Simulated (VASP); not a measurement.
VASP ran on this input.

File KPOINTS:
```
Automatic
0
G
  14 14 8
0 0 0
```

POSCAR:
```
Mg
1
    1.4750651150    -2.5548881618    -0.0000000000
    1.4750651150     2.5548881618     0.0000000000
   -0.0000000000     0.0000000000     4.7844170452
Mg
2
Direct
  0.3333330000   0.6666670000   0.2500000000
  0.6666670000   0.3333330000   0.7500000000
```

**INCAR**
```
ISIF = 3   # ions, shape and volume
NELM = 100
PREC = Accurate
SYSTEM = Mg
ALGO = Normal   # blocked Davidson
LCHARG = .False.
IBRION = 2
PSTRESS = 100   # kbar
ENCUT = 500   # plane-wave cut-off (eV)
NSW = 40   # most ionic steps
SIGMA = 0.1   # width (eV)
ISMEAR = 1   # Methfessel-Paxton
LASPH = .True.
EDIFFG = -0.02   # ionic stop
EDIFF = 1E-6   # SCF stop (eV)
LREAL = .False.   # projection in real space or not
LWAVE = .False.
```

POTCAR, in this order: Mg (LDA.64 set). Program: vasp_std.

**Question.** Translate this LDA calculation to Quantum ESPRESSO's pw.x.

**Answer.** One equivalent input (not run):
```
&CONTROL
  calculation = 'vc-relax'
  pseudo_dir = './pseudo'
  outdir = './out'
  tprnfor = .true.
  tstress = .true.
  nstep = 40
  forc_conv_thr = 0.00078
/
&SYSTEM
  ibrav = 0
  nat = 2
  ntyp = 1
  ecutwfc = 84
  occupations = 'smearing'
  smearing = 'methfessel-paxton'
  degauss = 0.00735
  input_dft = 'pz'
/
&ELECTRONS
  conv_thr = 7.3e-08
  electron_maxstep = 100
/
&IONS
/
&CELL
  press = 100
/
ATOMIC_SPECIES
  Mg 24.305 Mg.upf
CELL_PARAMETERS angstrom
     1.4750651   -2.5548882   -0.0000000
     1.4750651    2.5548882    0.0000000
    -0.0000000    0.0000000    4.7844170
ATOMIC_POSITIONS crystal
  Mg   0.3333330  0.6666670  0.2500000
  Mg   0.6666670  0.3333330  0.7500000
K_POINTS automatic
  14 14 8 0 0 0
```
The two are equivalent in intent, not identical: the potentials are each code's own (VASP's PAW set, PseudoDojo norm-conserving files in pw.x), so ENCUT and ecutwfc are chosen apart and not converted; conv_thr bounds pw.x's estimated SCF error, while EDIFF bounds the energy change between steps; forc_conv_thr acts on force components and is met together with etot_conv_thr.

The compound is Mg in the hcp structure. It was relaxed first under an external pressure of 10 GPa.
